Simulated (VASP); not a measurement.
Computed with SCAN meta-GGA, VASP's PBE PAW potentials (set 64) (plane waves; VASP 6.6.1).

VASP ran on this input.

File KPOINTS:
```
Automatic mesh
0
Gamma
14 14 14
0 0 0
```

**INCAR**
```
SYSTEM = CoGa
PREC = Accurate
ENCUT = 520
EDIFF = 1E-7
NELM = 100
ALGO = Normal
LREAL = .FALSE.
LASPH = .TRUE.
ISMEAR = -5
METAGGA = SCAN
LMIXTAU = .TRUE.
LMAXMIX = 4
LWAVE = .FALSE.
LCHARG = .FALSE.
LORBIT = 11
NEDOS = 601
ISIF = 2
```

KPOINTS_OPT:
```
k-points along high-symmetry lines
10
Line-mode
Reciprocal
  0.000000   0.000000   0.000000 ! GAMMA
  0.000000   0.500000   0.000000 ! X

  0.000000   0.500000   0.000000 ! X
  0.500000   0.500000   0.000000 ! M

  0.500000   0.500000   0.000000 ! M
  0.000000   0.000000   0.000000 ! GAMMA

  0.000000   0.000000   0.000000 ! GAMMA
  0.500000   0.500000   0.500000 ! R

  0.500000   0.500000   0.500000 ! R
  0.000000   0.500000   0.000000 ! X

  0.500000   0.500000   0.500000 ! R
  0.500000   0.500000   0.000000 ! M
```

**POSCAR**
```
CoGa
5.66540
  0.5000000069   0.0000000000   0.0000000000
  0.0000000000   0.5000000069   0.0000000000
  0.0000000000   0.0000000000   0.5000000069
Ga Co
1 1
Cart
  0.2500000035   0.2500000035   0.2500000035
  0.0000000000   0.0000000000   0.0000000000
```

POTCAR, in this order: Ga_d Co (PBE.64 set). Program: vasp_std.

**Question.** Estimate the energy per atom (σ→0), band gap (over mesh and band path).

**Answer.** 
| Item | Result |
|---|---|
| energy per atom (σ→0) | -17.003 eV/atom |
| band gap (over mesh and band path) | none (metal, semimetal or under 0.01 eV) |

### OSZICAR
```
...
DAV:  14    -0.340059697369E+02    0.22650E-03   -0.39811E-04  3747   0.262E-01    0.230E-02
DAV:  15    -0.340060401037E+02   -0.70367E-04   -0.71410E-05  4899   0.117E-01    0.817E-03
DAV:  16    -0.340060198500E+02    0.20254E-04   -0.20947E-05  3699   0.687E-02    0.265E-03
DAV:  17    -0.340060246940E+02   -0.48440E-05   -0.12421E-06  4601   0.147E-02    0.203E-03
DAV:  18    -0.340060274627E+02   -0.27687E-05   -0.95036E-08  3017   0.492E-03    0.165E-03
DAV:  19    -0.340060275106E+02   -0.47967E-07   -0.24607E-07  3483   0.724E-03
   1 F= -.34006028E+02 E0= -.34006028E+02  d E =0.000000E+00
       N       E                     dE             ncg
```

The compound is CoGa in the CsCl type structure. It was relaxed first. The run is not spin-polarised, so no magnetic state was tried.
